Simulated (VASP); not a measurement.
**SnO2 (P4_2/mnm) under a change of volume**

How do the elastic response and the band edges of SnO2 follow a change of volume?

Main program and level: VASP 6.6.1; LDA; plane waves and PAW (Sn_d, O), in the first sound run; inputs show where later runs differ.

### 1. Starting point

Symmetry: P4_2/mnm, No. 136, tetragonal system. Conventional cell: a = 4.737 Å, b = 4.737 Å, c = 3.186 Å, α = 90.00°, β = 90.00°, γ = 90.00°. Nearest to Sn lie 6 O at 2.05 to 2.06 Å. Nearest to O lie 3 Sn at 2.05 to 2.06 Å. Farther neighbours and most contacts between anions are not listed.

Coordinates:

```xyz
6
Lattice="4.7374 0.0000 0.0000 0.0000 4.7374 0.0000 0.0000 0.0000 3.1864" Properties=species:S:1:pos:R:3 pbc="T T T"
Sn    0.0000    0.0000    0.0000
Sn    2.3687    2.3687    1.5932
O     1.4478    1.4478    0.0000
O     0.9208    3.8165    1.5932
O     3.2895    3.2895    0.0000
O     3.8165    0.9208    1.5932
```

### 2. Relax the crystal, LDA

The series starts from the cell that this level prefers, so that zero strain is near zero stress.

Level: LDA; plane waves and PAW (Sn_d, O).

File INCAR:

```
SYSTEM = SnO2
PREC = Accurate
ENCUT = 600
EDIFF = 1E-07
NELM = 120
ISMEAR = 0
SIGMA = 0.02
LREAL = .FALSE.
ALGO = Normal
GGA = CA
NBANDS = 32
LASPH = .TRUE.
LORBIT = 11
LWAVE = .FALSE.
LCHARG = .FALSE.
KPAR = 16
IBRION = 2
NSW = 40
ISIF = 3
EDIFFG = -0.005
POTIM = 0.4
```

File POSCAR:

```
SnO2
1.0
    4.7373500000      0.0000000000      0.0000000000
    0.0000000000      4.7373500000      0.0000000000
    0.0000000000      0.0000000000      3.1864000000
Sn O
2 4
Direct
    0.0000000000      0.0000000000      0.0000000000
    0.5000000000      0.5000000000      0.5000000000
    0.3056200000      0.3056200000      0.0000000000
    0.1943800000      0.8056200000      0.5000000000
    0.6943800000      0.6943800000      0.0000000000
    0.8056200000      0.1943800000      0.5000000000
```

File KPOINTS:

```
Automatic mesh
0
Gamma
7 7 9
0 0 0
```

Potentials, in the order of the species: Sn_d and O (LDA family, release 64).

Command:

```sh
> mpirun -np 16 vasp_std
```

Log:

```text
[banner, memory and clock lines left out]
running   16 mpi-ranks, on    1 nodes
[...]
|                                                                             |
|           W    W    AA    RRRRR   N    N  II  N    N   GGGG   !!!           |
|           W    W   A  A   R    R  NN   N  II  NN   N  G    G  !!!           |
|           W    W  A    A  R    R  N N  N  II  N N  N  G       !!!           |
|           W WW W  AAAAAA  RRRRR   N  N N  II  N  N N  G  GGG   !            |
|           WW  WW  A    A  R   R   N   NN  II  N   NN  G    G                |
|           W    W  A    A  R    R  N    N  II  N    N   GGGG   !!!           |
|                                                                             |
|     For optimal performance we recommend to set                             |
|       NCORE = 2 up to number-of-cores-per-socket                            |
|     NCORE specifies how many cores store one orbital (NPAR=cpu/NCORE).      |
|     This setting can greatly improve the performance of VASP for DFT.       |
[...]
LDA part: xc-table for (Slater(with rela. corr.)+CA(PZ))
 , standard interpolation
 POSCAR, INCAR and KPOINTS ok, starting setup
[...]
entering main loop
       N       E                     dE             d eps       ncg     rms          rms(c)
DAV:   1     0.675532533713E+03    0.67553E+03   -0.28412E+04  3480   0.280E+03
DAV:   2     0.568311095019E+02   -0.61870E+03   -0.59279E+03  3536   0.720E+02
DAV:   3    -0.431043253038E+02   -0.99935E+02   -0.98250E+02  3664   0.231E+02
DAV:   4    -0.482833214458E+02   -0.51790E+01   -0.51544E+01  3872   0.577E+01
[...]
DAV:  13    -0.422912480202E+02    0.41502E-05   -0.15298E-05  5096   0.491E-02    0.171E-03
DAV:  14    -0.422912481336E+02   -0.11342E-06   -0.14905E-06  3792   0.969E-03    0.892E-04
DAV:  15    -0.422912481371E+02   -0.34761E-08   -0.49736E-08  2632   0.202E-03
   1 F= -.42291248E+02 E0= -.42291248E+02  d E =-.422912E+02
[... from here on, the cycles between the ionic steps are left out ...]
   2 F= -.42292146E+02 E0= -.42292146E+02  d E =-.897867E-03
   3 F= -.42292282E+02 E0= -.42292282E+02  d E =-.103405E-02
   4 F= -.42292293E+02 E0= -.42292293E+02  d E =-.105381E-04
   5 F= -.42292354E+02 E0= -.42292354E+02  d E =-.721589E-04
[...]
reached required accuracy - stopping structural energy minimisation
```

Run time: 23 s. Hardware: 16 MPI ranks of AMD EPYC 9R45, shared host; peak memory 4.5 GiB.

The logs omit lines about the potential files and the build; timing stands in the text.

OUTCAR, selected parts (step 2):

```text
  Total       -0.0094538     -0.0094538      0.0006145      0.0000000      0.0000000      0.0000000
  in kB       -0.2120682     -0.2120682      0.0137852      0.0000000      0.0000000      0.0000000
  external PRESSURE =      -0.1367838 kB  Pullay stress =       0.0000000 kB

 POSITION                                       TOTAL-FORCE (eV/Angst)
 -----------------------------------------------------------------------------------
      0.00000      0.00000      0.00000         0.000000      0.000000     -0.000000
      2.36362      2.36362      1.59808         0.000000      0.000000     -0.000000
      1.44683      1.44683      0.00000        -0.002161     -0.002161     -0.000000
      0.91678      3.81045      1.59808         0.002161     -0.002161     -0.000000
      3.28040      3.28040      0.00000         0.002161      0.002161      0.000000
      3.81045      0.91678      1.59808        -0.002161      0.002161      0.000000
 -----------------------------------------------------------------------------------
    total drift:                               -0.000000      0.000000     -0.000000

  FREE ENERGIE OF THE ION-ELECTRON SYSTEM (eV)
  ---------------------------------------------------
  free  energy   TOTEN  =       -42.2923543413 eV

  energy  without entropy=      -42.2923543413  energy(sigma->0) =      -42.29235434

 reached required accuracy - stopping structural energy minimisation

[... 3 further parts left out ...]
[key lines of the parts left out:]
E-fermi :   6.0201
```

This run gave:

- energy(sigma→0) of the program: -42.2924 eV
- stress, compression positive: xx, yy, zz -0.02, -0.02, 0.00 GPa
- volume: 71.424 Å³
- ionic steps: 5

### 3. Relax at fixed volume, LDA

One member in full: the volume is scaled by 1.06, and shape and atoms relax at that volume.

Level: LDA; plane waves and PAW (Sn_d, O).

INCAR: that of step 2 with these lines changed.

```diff
@@ -15,7 +15,7 @@
 LCHARG = .FALSE.
-KPAR = 16
+KPAR = 4
 IBRION = 2
 NSW = 40
-ISIF = 3
-EDIFFG = -0.005
+ISIF = 4
+EDIFFG = -0.004
 POTIM = 0.4
```

File POSCAR:

```
SnO2
1.0
    4.8199493267      0.0000000000      0.0000000000
    0.0000000000      4.8199493267      0.0000000000
    0.0000000000      0.0000000000      3.2588509498
Sn O
2 4
Direct
    0.0000000000      0.0000000000      0.0000000000
    0.5000000000      0.5000000000      0.5000000000
    0.3060635801      0.3060635801      0.0000000000
    0.1939364199      0.8060635801      0.5000000000
    0.6939364199      0.6939364199      0.0000000000
    0.8060635801      0.1939364199      0.5000000000
```

KPOINTS is that of step 2.

Command:

```sh
> mpirun -np 4 vasp_std
```

Log:

```text
[banner, memory and clock lines left out]
running    4 mpi-ranks, on    1 nodes
[...]
LDA part: xc-table for (Slater(with rela. corr.)+CA(PZ))
 , standard interpolation
 POSCAR, INCAR and KPOINTS ok, starting setup
[...]
entering main loop
       N       E                     dE             d eps       ncg     rms          rms(c)
DAV:   1     0.663555857285E+03    0.66356E+03   -0.28403E+04  3456   0.272E+03
DAV:   2     0.554267185838E+02   -0.60813E+03   -0.58464E+03  3544   0.699E+02
DAV:   3    -0.428417998433E+02   -0.98269E+02   -0.96599E+02  3664   0.228E+02
DAV:   4    -0.479946166070E+02   -0.51528E+01   -0.51271E+01  3848   0.570E+01
[...]
DAV:  12    -0.421473768655E+02   -0.14756E-05   -0.22897E-05  3816   0.360E-02    0.197E-02
DAV:  13    -0.421473737676E+02    0.30978E-05   -0.15163E-05  5184   0.401E-02    0.124E-03
DAV:  14    -0.421473738559E+02   -0.88274E-07   -0.92162E-07  3712   0.684E-03
   1 F= -.42147374E+02 E0= -.42147374E+02  d E =-.421474E+02
[... from here on, the cycles between the ionic steps are left out ...]
   2 F= -.42156396E+02 E0= -.42156396E+02  d E =-.902166E-02
   3 F= -.42157456E+02 E0= -.42157456E+02  d E =-.100817E-01
   4 F= -.42157455E+02 E0= -.42157455E+02  d E =-.100816E-01
   5 F= -.42157579E+02 E0= -.42157579E+02  d E =-.123707E-03
   6 F= -.42157589E+02 E0= -.42157589E+02  d E =-.133702E-03
[...]
reached required accuracy - stopping structural energy minimisation
```

The job ended after 67 s (4 MPI ranks; peak memory 0.93 GiB).

Parts of OUTCAR (step 3):

```text
  Total       -4.8004737     -4.8004737     -4.7796027      0.0000000      0.0000000      0.0000000
  in kB     -101.5886604   -101.5886604   -101.1469832      0.0000000      0.0000000      0.0000000
  external PRESSURE =    -101.4414347 kB  Pullay stress =       0.0000000 kB

 POSITION                                       TOTAL-FORCE (eV/Angst)
 -----------------------------------------------------------------------------------
     -0.00000      4.84445      0.00000        -0.000000      0.000000      0.000000
      2.42223      2.42223      1.61298        -0.000000      0.000000      0.000000
      1.48882      1.48882      3.22597        -0.000975     -0.000975      0.000000
      0.93341      3.91105      1.61298         0.000975     -0.000975      0.000000
      3.35563      3.35563      0.00000         0.000975      0.000975     -0.000000
      3.91105      0.93341      1.61298        -0.000975      0.000975     -0.000000
 -----------------------------------------------------------------------------------
    total drift:                                0.000000     -0.000000      0.000000

  FREE ENERGIE OF THE ION-ELECTRON SYSTEM (eV)
  ---------------------------------------------------
  free  energy   TOTEN  =       -42.1575891523 eV

  energy  without entropy=      -42.1575891523  energy(sigma->0) =      -42.15758915

[... 2 parts as in an earlier step ...]

[... 2 further parts left out ...]
[key lines of the parts left out:]
E-fermi :   5.3534
```

This run gave:

```
energy(sigma→0) of the program : -42.1576 eV
stress, compression positive   : xx, yy, zz -10.16, -10.16, -10.11 GPa
ionic steps                    : 6
```

### 4. Gap at another level, r2SCAN

The gap is read on the mesh at a level that opens it further.

Level: r2SCAN; plane waves and PAW (Sn_d, O).

File INCAR:

```
SYSTEM = SnO2
PREC = Accurate
ENCUT = 600
EDIFF = 1E-06
NELM = 100
ISMEAR = 0
SIGMA = 0.02
LREAL = .FALSE.
ALGO = Normal
METAGGA = R2SCAN
LASPH = .TRUE.
NBANDS = 30
LWAVE = .FALSE.
LCHARG = .FALSE.
KPAR = 4
```

File POSCAR:

```
SnO2
1.0
    4.8444524340      0.0000000000      0.0000000000
    0.0000000000      4.8444524340      0.0000000000
    0.0000000000      0.0000000000      3.2259679641
Sn O
2 4
Direct
    0.0000000000      0.0000000000      0.0000000000
    0.5000000000      0.5000000000      0.5000000000
    0.3073246902      0.3073246902      0.0000000000
    0.1926753098      0.8073246902      0.5000000000
    0.6926753098      0.6926753098      0.0000000000
    0.8073246902      0.1926753098      0.5000000000
```

File KPOINTS:

```
Automatic mesh
0
Gamma
5 5 8
0 0 0
```

Command:

```sh
> mpirun -np 4 vasp_std
```

Log:

```text
[banner, memory and clock lines left out]
running    4 mpi-ranks, on    1 nodes
[...]
|                                                                             |
|               ----> ADVICE to this user running VASP <----                  |
|                                                                             |
|     You enforced a specific xc type in the INCAR file but a different       |
|     [... a line on the potential file left out ...]
|     I HOPE YOU KNOW WHAT YOU ARE DOING!                                     |
|                                                                             |

 LDA part: xc-table for (None), standard interpolation
 POSCAR, INCAR and KPOINTS ok, starting setup
[...]
entering main loop
       N       E                     dE             d eps       ncg     rms          rms(c)
DAV:   1    -0.132923049653E+03   -0.13292E+03   -0.29153E+04  1912   0.298E+03
DAV:   2    -0.785570666070E+03   -0.65265E+03   -0.63326E+03  2024   0.755E+02
DAV:   3    -0.892760081819E+03   -0.10719E+03   -0.10522E+03  2042   0.249E+02
DAV:   4    -0.898487859555E+03   -0.57278E+01   -0.56977E+01  2118   0.633E+01
[...]
DAV:  13    -0.879608780123E+03    0.21257E-05   -0.48895E-05  2434   0.134E-01    0.258E-02
DAV:  14    -0.879608778965E+03    0.11582E-05   -0.78462E-05  2082   0.665E-02    0.973E-03
DAV:  15    -0.879608779524E+03   -0.55913E-06   -0.34024E-06  1822   0.153E-02
   1 F= -.87960878E+03 E0= -.87960878E+03  d E =-.518944E-27
```

The job ended after 48 s (4 MPI ranks; peak memory 0.9 GiB).

From OUTCAR (step 4):

```text
  LATTYP: Found a simple tetragonal cell.
 ALAT       =     4.8444524340
 C/A-ratio  =     0.6659097200

 Subroutine GETGRP returns: Found 16 space group operations
 (whereof  8 operations were pure point group operations)

The static configuration has the point symmetry D_2h.
 The point group associated with its full space group is D_4h.

 Found     30 irreducible k-points:

   k-points           NKPTS =     30   k-points in BZ     NKDIM =     30   number of bands    NBANDS=     30

   dimension x,y,z NGX =    40 NGY =   40 NGZ =   28
   dimension x,y,z NGXF=    80 NGYF=   80 NGZF=   56

   ENCUT  =  600.0 eV  44.10 Ry    6.64 a.u.   9.68  9.68  6.44*2*pi/ulx,y,z

   NELECT =      52.0000    total number of electrons

 E-fermi :   5.2652

 k-point     1 :       0.0000    0.0000    0.0000
  band No.  band energies     occupation
    ...
     22       3.9115      2.00000
     23       3.9115      2.00000
     24       4.3733      2.00000
     25       4.3733      2.00000
     26       5.1196      2.00000
     27       6.4681      0.00000
     28      11.5470      0.00000
     29      11.9966      0.00000
     30      11.9966      0.00000

 k-point     2 :       0.2000    0.0000    0.0000
  band No.  band energies     occupation
    ...
     22       3.6966      2.00000
     23       3.9228      2.00000
     24       3.9446      2.00000
     25       4.3951      2.00000
     26       4.9395      2.00000
     27       7.3719      0.00000
     28      11.1970      0.00000
     29      12.1562      0.00000
     30      12.2996      0.00000

  Total       -3.5261144     -3.5261144     -3.3898463      0.0000000      0.0000000      0.0000000
  in kB      -74.6203950    -74.6203950    -71.7366599      0.0000000      0.0000000      0.0000000
  external PRESSURE =     -73.6591499 kB  Pullay stress =       0.0000000 kB

  energy-cutoff  :      600.00
  volume of cell :       75.71
      direct lattice vectors                 reciprocal lattice vectors
     4.844452434  0.000000000  0.000000000     0.206421678  0.000000000  0.000000000
     0.000000000  4.844452434  0.000000000     0.000000000  0.206421678  0.000000000
     0.000000000  0.000000000  3.225967964     0.000000000  0.000000000  0.309984479

 POSITION                                       TOTAL-FORCE (eV/Angst)
 -----------------------------------------------------------------------------------
      0.00000      0.00000      0.00000         0.000000      0.000000     -0.000000
      2.42223      2.42223      1.61298         0.000000      0.000000     -0.000000
      1.48882      1.48882      0.00000        -0.060328     -0.060328      0.000000
      0.93341      3.91105      1.61298         0.060328     -0.060328     -0.000000
      3.35563      3.35563      0.00000         0.060328      0.060328     -0.000000
      3.91105      0.93341      1.61298        -0.060328      0.060328     -0.000000
 -----------------------------------------------------------------------------------
    total drift:                               -0.000000     -0.000000     -0.000000

  FREE ENERGIE OF THE ION-ELECTRON SYSTEM (eV)
  ---------------------------------------------------
  free  energy   TOTEN  =      -879.6087795242 eV

  energy  without entropy=     -879.6087795242  energy(sigma->0) =     -879.60877952

[... 7 further parts left out ...]
```

Numbers from this step:

```
energy(sigma→0) of the program : -879.6088 eV
stress, compression positive   : xx, yy, zz -7.46, -7.46, -7.17 GPa
```

The run ends at a pressure of -7.37 GPa, with forces up to 0.085 eV/Å.

### 5. Gap at another level, TB-mBJ

The gap is read on the mesh at a level that opens it further.

Level: TB-mBJ; plane waves and PAW (Sn_d, O).

TB-mBJ has no energy functional, so the total energy, stress and pressure in this output mean nothing.

INCAR: that of step 4 with these lines changed.

```diff
@@ -4,3 +4,3 @@
 EDIFF = 1E-06
-NELM = 100
+NELM = 150
 ISMEAR = 0
@@ -9,3 +9,3 @@
 ALGO = Normal
-METAGGA = R2SCAN
+METAGGA = MBJ
 LASPH = .TRUE.
```

POSCAR is that of step 4.

KPOINTS is that of step 4.

Command:

```sh
> mpirun -np 4 vasp_std
```

Log:

```text
[banner, memory and clock lines left out]
running    4 mpi-ranks, on    1 nodes
[...]
[... a notice as in an earlier step ...]

 LDA part: xc-table for (None), standard interpolation
 POSCAR, INCAR and KPOINTS ok, starting setup
[...]
entering main loop
       N       E                     dE             d eps       ncg     rms          rms(c)
DAV:   1     0.540692761820E+03    0.54069E+03   -0.28228E+04  1894   0.286E+03
DAV:   2    -0.928379488932E+02   -0.63353E+03   -0.61377E+03  2068   0.712E+02
DAV:   3    -0.194145310834E+03   -0.10131E+03   -0.99411E+02  2042   0.241E+02
DAV:   4    -0.199596688810E+03   -0.54514E+01   -0.54244E+01  2176   0.609E+01
[...]
DAV:  57    -0.186481238190E+03    0.17731E-05   -0.69605E-13   954   0.987E-06    0.205E-06
DAV:  58    -0.186481240344E+03   -0.21539E-05   -0.41407E-12   954   0.106E-05    0.122E-06
DAV:  59    -0.186481240501E+03   -0.15718E-06   -0.27918E-12   954   0.574E-06
   1 F= -.18648124E+03 E0= -.18648124E+03  d E =-.199666E-13
```

Run time: 65 s. Hardware: 4 MPI ranks; peak memory 0.95 GiB; 4.2 min of CPU time.

OUTCAR, selected parts (step 5):

```text
  Total     -260.7215501   -260.7215501   -267.4815818      0.0000000      0.0000000      0.0000000
  in kB    -5517.4457220  -5517.4457220  -5660.5029731      0.0000000      0.0000000      0.0000000
  external PRESSURE =   -5565.1314724 kB  Pullay stress =       0.0000000 kB

 POSITION                                       TOTAL-FORCE (eV/Angst)
 -----------------------------------------------------------------------------------
      0.00000      0.00000      0.00000         0.000000      0.000000      0.000000
      2.42223      2.42223      1.61298         0.000000      0.000000      0.000000
      1.48882      1.48882      0.00000        -0.211379     -0.211379     -0.000000
      0.93341      3.91105      1.61298         0.211379     -0.211379      0.000000
      3.35563      3.35563      0.00000         0.211379      0.211379      0.000000
      3.91105      0.93341      1.61298        -0.211379      0.211379      0.000000
 -----------------------------------------------------------------------------------
    total drift:                               -0.000000     -0.000000     -0.000000

  FREE ENERGIE OF THE ION-ELECTRON SYSTEM (eV)
  ---------------------------------------------------
  free  energy   TOTEN  =      -186.4812405007 eV

  energy  without entropy=     -186.4812405007  energy(sigma->0) =     -186.48124050

[... 2 parts as in an earlier step ...]

[... 1 further part left out ...]
[key lines of the parts left out:]
E-fermi :   6.0620
```

[end of part 1 of 2]

[Lines on the potential files, build, host, timing and source positions are cut from VASP's logs without a mark.]

[Logs are printed without paths, hosts, clocks, repeated set-up lines and the standing remarks that a program may print on its own settings, such as how far it seeks lower states.]

[Hosts, paths, dates, database ids (printed as entryN), source tags and the programs' standing remarks are cut or masked in the printed files.]

[In band tables of VASP the shares of atoms and orbitals are scaled to a sum of 1 inside the atoms' spheres.]
